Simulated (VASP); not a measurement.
Consider the following.

```xyz
2
Lattice="1.8000 -3.1177 0.0000 1.8000 3.1177 0.0000 0.0000 0.0000 5.6900" Properties=species:S:1:pos:R:3 pbc="T T T"
Tb     1.8000     1.0392     1.4225
Tb     1.8000    -1.0392     4.2675
```

All values below come from RPBE GGA, VASP's PBE PAW potentials (set 64) (plane waves; VASP). Numerical set-up: 520 eV cut-off, 11×11×6 Γ-centred mesh, first-order Methfessel-Paxton smearing of 0.10 eV, potentials Tb_3.

The 4f electrons are frozen in the core of the lanthanide potential, so 4f levels, which can set the real gap, and their magnetism are missing. Energy and stress use the plane-wave basis of the starting cell.

**Question.** The ions, cell shape and volume are relaxed. Which structure does the run end with?

**Answer.** 
```xyz
2
Lattice="1.8517 -3.2073 0.0000 1.8517 3.2073 0.0000 0.0000 0.0000 5.7086" Properties=species:S:1:pos:R:3 pbc="T T T"
Tb     1.8517     1.0691     1.4272
Tb     1.8517    -1.0691     4.2815
```
Space group P6_3/mmc (194), at a tolerance of 0.03 Å.

**Question.** How do energy and volume change from the first to the last step?

**Answer.** The energy (σ→0) changes by -16.4 meV/atom and the volume by +6.2 %, in 7 ionic steps.

| step | E(σ→0) (eV) | max force (eV/Å) | pressure (GPa) | volume (Å³) |
|---|---|---|---|---|
| 1 | -8.4114 | 0.000 | 2.37 | 63.86 |
| 2 | -8.4410 | 0.000 | -0.29 | 68.32 |
| 3 | -8.4412 | 0.000 | -0.06 | 67.88 |
| 4 | -8.4432 | 0.000 | -0.04 | 67.91 |
| 5 | -8.4443 | 0.000 | -0.05 | 67.93 |
| 6 | -8.4443 | 0.000 | -0.05 | 67.93 |
| 7 | -8.4443 | 0.000 | 0.03 | 67.81 |

The compound is Tb in the hcp structure. This run relaxes it. Symmetry was kept, so distortions that lower it aren't found.
